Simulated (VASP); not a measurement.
# AgPdS2 (Pmmm) in VASP: further runs

The runs below take AgPdS2 through single point, with PBEsol.

Everything below comes from runs of VASP 6.6.1. Logs are shortened: lines on timing, memory, paths and dates and some standing lists are left out, and cuts for length are marked.

## Step 1: The cell of the first run

It takes space group Pmmm (No. 47, orthorhombic). Conventional cell: a = 3.460 Å, b = 3.911 Å, c = 6.246 Å, α = 90.00°, β = 90.00°, γ = 90.00°. Ag (site symmetry mmm) has 4 S at 2.46 Å as nearest neighbours. Pd (site symmetry mmm) has 4 S at 2.38 Å as nearest neighbours. S (site symmetry mm2) is surrounded by 2 Pd at 2.38 Å and 2 Ag at 2.46 Å.

The cell comes from a database or a generator and needn't be the stable form of this composition.

## Step 2: Single point, PBEsol (O replaced by S, lengths x 1.112, strained and moved within the space group)

The input, INCAR:

```
  PREC = Accurate
  ENCUT = 520
  EDIFF = 1E-6
  ISMEAR = 0
  SIGMA = 0.1
  LREAL = F
  LASPH = T
  NELM = 100
  ALGO = Fast
  ISIF = 2
  LWAVE = F
  LCHARG = T
  GGA = PS
  LELF = T
  LVHAR = T
  NBANDS = 24
```

The input, KPOINTS:

```
Automatic mesh
0
Gamma
  6 6 4
```

The input, POSCAR:

```
AgPdS2
1.0
    3.4600399865      0.0000000000      0.0000000000
    0.0000000000      3.9108449628      0.0000000000
    0.0000000000      0.0000000000      6.2464586308
Ag Pd S
1 1 2
Direct
    0.5000000000      0.5000000000      0.5000000000
    0.0000000000      0.0000000000      0.0000000000
    0.5000000000      0.0000000000      0.2616889647
    0.5000000000      0.0000000000      0.7383110353
```

Potentials or basis: VASP PAW PBE potentials, release 64 (Ag, Pd, S).

Run with:

```bash
cat potpaw_PBE.64/Ag/POTCAR potpaw_PBE.64/Pd/POTCAR potpaw_PBE.64/S/POTCAR > POTCAR
mpirun -np 1 vasp_std > vasp.out
```

OUTCAR:

```text
PREC = Accurate
   ENCUT = 520
   EDIFF = 1E-6
   ISMEAR = 0
   LREAL = F
   LASPH = T
   NELM = 100
   ISIF = 2
   GGA = PS

 ion  position               nearest neighbor table
   1  0.500  0.500  0.500-   3 2.46   4 2.46   3 2.46   4 2.46
   2  0.000  0.000  0.000-   3 2.38   4 2.38   3 2.38   4 2.38
   3  0.500  0.000  0.262-   2 2.38   2 2.38   1 2.46   1 2.46
   4  0.500  0.000  0.738-   2 2.38   2 2.38   1 2.46   1 2.46

  LATTYP: Found a simple orthorhombic cell.
 ALAT       =     3.4600399865
 B/A-ratio  =     1.1302889499
 C/A-ratio  =     1.8053140008

  Lattice vectors:

 A1 = (   3.4600399865,   0.0000000000,   0.0000000000)
 A2 = (   0.0000000000,   3.9108449628,   0.0000000000)
 A3 = (   0.0000000000,   0.0000000000,   6.2464586308)

Analysis of symmetry for initial positions (statically):
=====================================================================
 Subroutine PRICEL returns:
 Original cell was already a primitive cell.

 Routine SETGRP: Setting up the symmetry group for a
 simple orthorhombic supercell.

 Subroutine GETGRP returns: Found  8 space group operations
 (whereof  8 operations were pure point group operations)
 out of a pool of  8 trial point group operations.

The static configuration has the point symmetry D_2h.

Analysis of symmetry for dynamics (positions and initial velocities):
=====================================================================
 Subroutine PRICEL returns:
 Original cell was already a primitive cell.

 Routine SETGRP: Setting up the symmetry group for a
 simple orthorhombic supercell.

 Subroutine GETGRP returns: Found  8 space group operations
 (whereof  8 operations were pure point group operations)
 out of a pool of  8 trial point group operations.

The dynamic configuration has the point symmetry D_2h.

 Subroutine INISYM returns: Found  8 space group operations
 (whereof  8 operations are pure point group operations),
 and found     1 'primitive' translations

----------------------------------------------------------------------------------------

                                     Primitive cell

  volume of cell :      84.5251

  direct lattice vectors                    reciprocal lattice vectors
     3.460039986  0.000000000  0.000000000     0.289014001  0.000000000  0.000000000
     0.000000000  3.910844963  0.000000000     0.000000000  0.255699218  0.000000000
     0.000000000  0.000000000  6.246458631     0.000000000  0.000000000  0.160090710

  length of vectors
     3.460039986  3.910844963  6.246458631     0.289014001  0.255699218  0.160090710

  position of ions in fractional coordinates (direct lattice)
     0.500000000  0.500000000  0.500000000
     0.000000000  0.000000000  0.000000000
     0.500000000  0.000000000  0.261688965
     0.500000000  0.000000000  0.738311035

  ion indices of the primitive-cell ions
   primitive index   ion index
                 1           1
                 2           2
                 3           3
                 4           4

----------------------------------------------------------------------------------------

 KPOINTS: Automatic mesh

Automatic generation of k-mesh.
 Grid dimensions read from file:
 generate k-points for:    6    6    4

 Generating k-lattice:

  Cartesian coordinates                     Fractional coordinates (reciprocal lattice)
     0.048169000  0.000000000  0.000000000     0.166666667  0.000000000  0.000000000
     0.000000000  0.042616536  0.000000000     0.000000000  0.166666667  0.000000000
     0.000000000  0.000000000  0.040022678     0.000000000  0.000000000  0.250000000

  Length of vectors
     0.048169000  0.042616536  0.040022678

  Shift w.r.t. Gamma in fractional coordinates (k-lattice)
     0.000000000  0.000000000  0.000000000

 Subroutine IBZKPT returns following result:
 ===========================================

 Found     48 irreducible k-points:

 Following reciprocal coordinates:
            Coordinates               Weight
  0.000000  0.000000  0.000000      1.000000
  0.166667  0.000000  0.000000      2.000000
  0.333333  0.000000  0.000000      2.000000
  0.500000  0.000000  0.000000      1.000000
  0.000000  0.166667  0.000000      2.000000
  0.166667  0.166667  0.000000      4.000000
[... 16 lines left out ...]
  0.333333  0.166667  0.250000      8.000000
  0.500000  0.166667  0.250000      4.000000
 [... further k-points ...]
   k-points           NKPTS =     48   k-points in BZ     NKDIM =     48   number of bands    NBANDS=     24
   number of dos      NEDOS =    301   number of ions     NIONS =      4
   total plane-waves  NPLWV =  40320
   dimension x,y,z NGX =    28 NGY =   30 NGZ =   48
   dimension x,y,z NGXF=    56 NGYF=   60 NGZF=   96
   ions per type =               1   1   2
   NGX,Y,Z   is equivalent  to a cutoff of  13.45, 12.75, 12.77 a.u.
   NGXF,Y,Z  is equivalent  to a cutoff of  26.91, 25.51, 25.55 a.u.
 SYSTEM =  unknown system
   PREC   = accura    normal or accurate (medium, high low for compatibility)
   ISTART =      0    job   : 0-new  1-cont  2-samecut
   ICHARG =      2    charge: 1-file 2-atom 10-const
   ISPIN  =      1    spin polarized calculation?
   LNONCOLLINEAR =      F non collinear calculations
   LSORBIT =      F    spin-orbit coupling
   LASPH  =      T    aspherical Exc in radial PAW
   ENCUT  =  520.0 eV  38.22 Ry    6.18 a.u.   6.43  7.27 11.61*2*pi/ulx,y,z
   NELM   =    100;   NELMIN=  2; NELMDL= -5     # of ELM steps
   EDIFF  = 0.1E-05   stopping-criterion for ELM
   LREAL  =      F    real-space projection
   EDIFFG = 0.1E-04   stopping-criterion for IOM
   NSW    =      0    number of steps for IOM
   IBRION =     -1    ionic relax: 0-MD 1-quasi-New 2-CG
   NFREE  =      0    steps in history (QN), initial steepest desc. (CG)
   ISIF   =      2    stress and relaxation
   ISYM   =      2    0-nonsym 1-usesym 2-fastsym
   POTIM  = 0.5000    time-step for ionic-motion
   TEBEG  =    0.0;   TEEND  =   0.0 temperature during run
   PSTRESS=    0.0 pullay stress
   NELECT =      33.0000    total number of electrons
   NUPDOWN=      -1.0000    fix difference up-down
   EMIN   =  10.00;   EMAX   =-10.00  energy-range for DOS
   EFERMI =   0.00;   METHOD = LEGACY
   ISMEAR =     0;   SIGMA  =   0.10  broadening in eV -4-tet -1-fermi 0-gaus
   EFERMI_NEDOS =   21; number of points for ismear=-14 and -15
   IALGO  =     68    algorithm
   IMIX   =      4    mixing-type and parameters
     AMIX     =   0.40;   BMIX     =  1.00
     AMIX_MAG =   1.60;   BMIX_MAG =  1.00
  volume/ion in A,a.u.               =      21.13       142.60
  Fermi-wavevector in a.u.,A,eV,Ry     =   1.196514  2.261083 19.478708  1.431645
  Thomas-Fermi vector in A             =   2.332452
   LORBIT       =      0    0 simple, 1 ext, 2 COOP (PROOUT), +10 PAW based schemes
   GGA     = PS    functional components
   LHFCALC =     F    Hartree Fock is set to
   AEXX    =    0.0000 exact exchange contribution
   IVDW    =     0    specifies the selected vdW correction
   LEPSILON=     F    determine dielectric tensor
   LRPA    =     F    only Hartree local field effects (RPA)
 non-spin polarized calculation
 RMM-DIIS sequential band-by-band and
 Gauss-broadening in eV      SIGMA  =   0.10
  energy-cutoff  :      520.00
  volume of cell :       84.53
 maximum number of plane-waves:      2298
 NGX is ok and might be reduce to    28
   NGX = 13   NGY = 15   NGZ = 23

 number of electron      33.0000021 magnetization

 Free energy of the ion-electron system (eV)
  ---------------------------------------------------
  ext. energy  EPLUGINS =         0.00000000
  ---------------------------------------------------
  free energy    TOTEN  =       -18.58309466 eV

  energy without entropy =      -18.57346509  energy(sigma->0) =      -18.57827988

 E-fermi :   4.9486     XC(G=0): -10.1570

 val. band max:        4.9345095026   @ k =   0.3333   0.0000   0.5000
 cond. band min:       4.9514999266   @ k =   0.1667   0.0000   0.5000
 fundamental gap:      0.0169904241
 Fermi energy:         4.9485549918

 k-point     1 :       0.0000    0.0000    0.0000
  band No.  band energies     occupation
      1      -9.2417      2.00000
      2      -7.6405      2.00000
      3      -2.4217      2.00000
      4      -1.2697      2.00000
      5      -0.2126      2.00000
      6       0.2235      2.00000
[... 16 lines left out ...]
     23      12.2325      0.00000
     24      12.9231      0.00000

 k-point     2 :       0.1667    0.0000    0.0000
  band No.  band energies     occupation
      1      -9.0778      2.00000
      2      -7.6313      2.00000
      3      -2.2132      2.00000
      4      -1.2279      2.00000
      5      -0.2663      2.00000
      6       0.2895      2.00000
[... 16 lines left out ...]
     23      12.1084      0.00000
     24      13.5510      0.00000

 k-point     3 :       0.3333    0.0000    0.0000
  band No.  band energies     occupation
      1      -8.7121      2.00000
      2      -7.6160      2.00000
      3      -1.7599      2.00000
      4      -1.1430      2.00000
      5      -0.3625      2.00000
      6      -0.2657      2.00000
[... 16 lines left out ...]
     23      12.5276      0.00000
     24      13.1074      0.00000

 k-point     4 :       0.5000    0.0000    0.0000
  band No.  band energies     occupation
      1      -8.5045      2.00000
      2      -7.6099      2.00000
      3      -1.4661      2.00000
      4      -1.1000      2.00000
      5      -0.9968      2.00000
      6      -0.2124      2.00000
[... 16 lines left out ...]
     23      12.4287      0.00000
     24      13.1056      0.00000

 k-point     5 :       0.0000    0.1667    0.0000
  band No.  band energies     occupation
      1      -9.1408      2.00000
      2      -7.6649      2.00000
      3      -2.2459      2.00000
      4      -1.0789      2.00000
      5      -0.1629      2.00000
      6       0.0918      2.00000
[... 451 lines left out ...]
 k-point    22 :       0.1667    0.1667    0.2500
  band No.  band energies     occupation
      1      -8.8337      2.00000
      2      -7.8950      2.00000
      3      -1.6724      2.00000
      4      -1.0727      2.00000
      5      -0.1770      2.00000
      6       0.1283      2.00000
[... 16 lines left out ...]
     23      12.7221      0.00000
     24      13.4271      0.00000

 k-point    23 :       0.3333    0.1667    0.2500
  band No.  band energies     occupation
      1      -8.5403      2.00000
      2      -7.7418      2.00000
      3      -1.4835      2.00000
      4      -1.0793      2.00000
      5      -0.4637      2.00000
      6      -0.1202      2.00000
[... 16 lines left out ...]
     23      12.7375      0.00000
     24      13.5187      0.00000

 k-point    24 :       0.5000    0.1667    0.2500
  band No.  band energies     occupation
      1      -8.4010      2.00000
      2      -7.6316      2.00000
      3      -1.3604      2.00000
      4      -1.0297      2.00000
      5      -0.9878      2.00000
      6      -0.1654      2.00000
[... 16 lines left out ...]
     23      12.3502      0.00000
     24      13.3489      0.00000

 [... further k-points ...]
[... 5 lines left out ...]
  --------------------------------------------------------------------------------------
  -------------------------------------------------------------------------------------
  Total       -2.6698069     -1.4812882     -2.3375314     -0.0000000      0.0000000      0.0000000
  in kB      -50.6063314    -28.0778964    -44.3080319     -0.0000000      0.0000000      0.0000000
  external PRESSURE =     -40.9974199 kB  Pullay stress =       0.0000000 kB

 VOLUME and BASIS-vectors are now :
 -----------------------------------------------------------------------------
  energy-cutoff  :      520.00
  volume of cell :       84.53
      direct lattice vectors                 reciprocal lattice vectors
     3.460039986  0.000000000  0.000000000     0.289014001  0.000000000  0.000000000
     0.000000000  3.910844963  0.000000000     0.000000000  0.255699218  0.000000000
     0.000000000  0.000000000  6.246458631     0.000000000  0.000000000  0.160090710

 POSITION                                       TOTAL-FORCE (eV/Angst)
 -----------------------------------------------------------------------------------
      1.73002      1.95542      3.12323         0.000000      0.000000      0.000000
      0.00000      0.00000      0.00000         0.000000      0.000000      0.000000
      1.73002      0.00000      1.63463        -0.000000      0.000000     -1.337292
      1.73002      0.00000      4.61183         0.000000      0.000000      1.337292
 -----------------------------------------------------------------------------------
    total drift:                                0.000000      0.000000      0.000000

  FREE ENERGIE OF THE ION-ELECTRON SYSTEM (eV)
  ---------------------------------------------------
  free  energy   TOTEN  =       -18.5830946619 eV

  energy  without entropy=      -18.5734650910  energy(sigma->0) =      -18.57827988
```

Wall time 37 s (1 thread of Intel Xeon 6975P-C (Granite Rapids), shared host); peak memory 0.26 GiB.

Results:

- Free energy: -18.5831 eV
- Pressure: -4.1 GPa
- Largest force: 1.337 eV/Å
- Band gap on the k mesh: none (metal or under the smearing width)

Forces on the atoms (eV/Å):
```
Ag   0.000  0.000  0.000
Pd   0.000  0.000  0.000
S    0.000  0.000 -1.337
S    0.000  0.000  1.337
```

Stress tensor (GPa, compression positive):
```
-5.06  0.00  0.00
 0.00 -2.81  0.00
 0.00  0.00 -4.43
```

Caveat: the PAW data sets were made with another functional, which shifts forces and pressure a little.

## Step 3: Single point, PBEsol (O replaced by S, lengths x 1.112, strained and moved within the space group)

The input, INCAR:

```
PREC = Accurate
ENCUT = 520
EDIFF = 1E-7
ISMEAR = 0
SIGMA = 0.1
LREAL = False
LASPH = True
NELM = 100
ALGO = Normal
ISIF = 2
LWAVE = False
LCHARG = False
GGA = PS
NBANDS = 24
```

The input, KPOINTS:

```
regular mesh
0
Gamma
  6 6 4
```

The input, POSCAR:

```
AgPdS2
1.0
    3.2785747339      0.0000000000      0.0000000000
    0.0000000000      3.6545407888      0.0000000000
    0.0000000000      0.0000000000      5.7385198357
Ag Pd S
1 1 2
Direct
    0.5000000000      0.5000000000      0.5000000000
    0.0000000000      0.0000000000      0.0000000000
    0.5000000000      0.0000000000      0.2721199212
    0.5000000000      0.0000000000      0.7278800788
```

Potentials or basis: VASP PAW PBE potentials, release 64 (Ag, Pd, S).

Run with:

```bash
cat potpaw_PBE.64/Ag/POTCAR potpaw_PBE.64/Pd/POTCAR potpaw_PBE.64/S/POTCAR > POTCAR
mpirun -np 1 vasp_std > vasp.out
```

It took 29 s on 1 thread of Intel Xeon 6975P-C (Granite Rapids), shared host; peak memory 0.22 GiB.

Results (log left out):

* Free energy: -17.5946 eV
* Pressure: 23.4 GPa
* Largest force: 2.742 eV/Å
* Band gap on the k mesh: none (metal or under the smearing width)

Forces in eV/Å, atoms in the order of the input:
```
Ag   0.000  0.000  0.000
Pd   0.000  0.000  0.000
S    0.000  0.000 -2.742
S    0.000  0.000  2.742
```

Stress tensor (GPa, compression positive):
```
14.06  0.00  0.00
 0.00 24.64  0.00
 0.00  0.00 31.48
```

Levels at points of the mesh, in eV from the Fermi level:
| k point | band 12 | band 13 | band 14 | band 15 | band 16 | band 17 | band 18 | band 19 | band 20 | band 21 |
| --- | --- | --- | --- | --- | --- | --- | --- | --- | --- | --- |
| (0.00, 0.00, 0.00) | -3.38 | -2.89 | -2.78 | -2.74 | -0.86 | 1.77 | 2.37 | 2.72 | 4.47 | 5.86 |
| (0.50, 0.00, 0.00) | -3.45 | -3.23 | -3.07 | -2.51 | -1.78 | 1.03 | 1.13 | 2.91 | 4.66 | 5.86 |
| (0.00, 0.50, 0.00) | -3.88 | -3.00 | -1.72 | -1.67 | -1.47 | 1.00 | 1.25 | 2.06 | 5.64 | 6.65 |
| (0.50, 0.50, 0.00) | -4.15 | -3.27 | -2.78 | -2.34 | -1.94 | -1.21 | -0.10 | 3.57 | 4.36 | 5.37 |
| (0.00, 0.00, 0.50) | -3.59 | -2.78 | -2.05 | -1.70 | -1.38 | -0.17 | 0.35 | 3.07 | 4.63 | 5.87 |
| (0.50, 0.00, 0.50) | -3.44 | -3.19 | -3.09 | -3.03 | -2.20 | 1.31 | 1.85 | 3.34 | 5.23 | 5.65 |
| (0.00, 0.50, 0.50) | -4.61 | -2.97 | -2.63 | -2.05 | -1.76 | 0.32 | 1.71 | 3.44 | 5.30 | 5.53 |
| (0.50, 0.50, 0.50) | -3.45 | -3.40 | -2.78 | -1.80 | -1.22 | -0.57 | 0.79 | 1.38 | 2.68 | 6.81 |

Caveat: so large a pressure means that the cell lies far from this level's equilibrium, or that cutoff or potentials fall short; the potentials were made for another functional, which shifts forces and pressure.
